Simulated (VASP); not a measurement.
An input for Quantum ESPRESSO's pw.x (written as the equivalent of a VASP run, and not itself run):

```
&CONTROL
  calculation = 'scf'
  pseudo_dir = './pseudo'
  outdir = './out'
  tprnfor = .true.
  tstress = .true.
/
&SYSTEM
  ibrav = 0
  nat = 2
  ntyp = 2
  ecutwfc = 82
  occupations = 'smearing'
  smearing = 'methfessel-paxton'
  degauss = 0.00735
  input_dft = 'pbesol'
/
&ELECTRONS
  conv_thr = 7.3e-09
  electron_maxstep = 100
/
ATOMIC_SPECIES
  Zr 91.224 Zr.upf
  C 12.011 C.upf
CELL_PARAMETERS angstrom
     0.0000000    2.3818190    2.3818190
     2.3818190    0.0000000    2.3818190
     2.3818190    2.3818190    0.0000000
ATOMIC_POSITIONS crystal
  Zr   0.0000000  0.0000000  0.0000000
  C    0.5000000  0.5000000  0.5000000
K_POINTS automatic
  13 13 13 0 0 0
```

Task: Translate this input to VASP (INCAR, KPOINTS, POSCAR, choice of POTCAR).

Result: Several could match; the one computed here: 
### KPOINTS
```
Automatic mesh
0
Gamma
13 13 13
0 0 0
```

**INCAR**
```
SYSTEM = ZrC
PREC = Accurate
ENCUT = 520
EDIFF = 1E-7
NELM = 100
ALGO = Normal
LREAL = .FALSE.
LASPH = .TRUE.
ISMEAR = 1
SIGMA = 0.1
GGA = PS
LMAXMIX = 4
LWAVE = .FALSE.
LCHARG = .FALSE.
ISIF = 2
```

### POSCAR
```
ZrC
1.0
  0.0000000000   2.3818189934   2.3818189934
  2.3818189934   0.0000000000   2.3818189934
  2.3818189934   2.3818189934   0.0000000000
Zr C
1 1
Direct
  0.0000000000   0.0000000000   0.0000000000
  0.5000000000   0.5000000000   0.5000000000
```

POTCAR, in this order: Zr_sv C (PBE.64 set). Program: vasp_std.

The two are equivalent in intent, not identical: the potentials are each code's own (VASP's PAW set, PseudoDojo norm-conserving files in pw.x), so ENCUT and ecutwfc are chosen apart and not converted; conv_thr bounds pw.x's estimated SCF error, while EDIFF bounds the energy change between steps.

The compound is ZrC in the rock salt structure. This cell is one point of a volume scan, at 1.06 of the reference volume.
